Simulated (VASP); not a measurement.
VASP runs on CdSe (zinc blende) share one base input (PBE GGA, plane waves, VASP's PBE PAW potentials (set 64)) and change the settings named in each case.

File KPOINTS:
```
Automatic mesh
0
Gamma
7 7 7
0 0 0
```

**INCAR**
```
# general
SYSTEM   =  CdSe
PREC     =  Accurate
ENCUT    =  400
LREAL    =  .FALSE.
LASPH    =  .TRUE.

# electronic loop
EDIFF    =  1E-6
NELM     =  100
ALGO     =  Normal
LMAXMIX  =  4

# smearing
ISMEAR   =  0
SIGMA    =  0.05

# functional
GGA      =  PE

# ions
ISIF     =  2

# output
LWAVE    =  .FALSE.
LCHARG   =  .FALSE.
```

**POSCAR**
```
CdSe
1
    0.0000000000     3.0250000000     3.0250000000
    3.0250000000     0.0000000000     3.0250000000
    3.0250000000     3.0250000000     0.0000000000
Cd Se
1 1
Direct
  0.0000000000   0.0000000000   0.0000000000
  0.2500000000   0.2500000000   0.2500000000
```

POTCAR, in this order: Cd Se (PBE.64 set). Program: vasp_std.

```csv
change,E(σ→0) (eV/atom),pressure (GPa)
base run,-2.7212,3.76
GGA = PS,-3.0849,0.84
"GGA removed, LMIXTAU = .TRUE., METAGGA = SCAN",-25.9308,1.59
GGA = RP,-2.3771,5.73
GGA = AM,-2.8429,1.38
"GGA removed, LMIXTAU = .TRUE., METAGGA = R2SCAN",-17.9460,2.22
IVDW = 12,-3.0459,1.60
```
 Energies of different potentials or functionals have different zeros.

Left out are runs that ran out of time, are held back, or changed the cell or the kind of run, fixed moments of cells without a moment, rows past the twelfth, gaps on odd meshes, pressures of charged cells and columns that move by less than the noise.

The compound is CdSe in the zinc blende structure, whereas wurtzite is the usual form. The cell was not relaxed at this level.
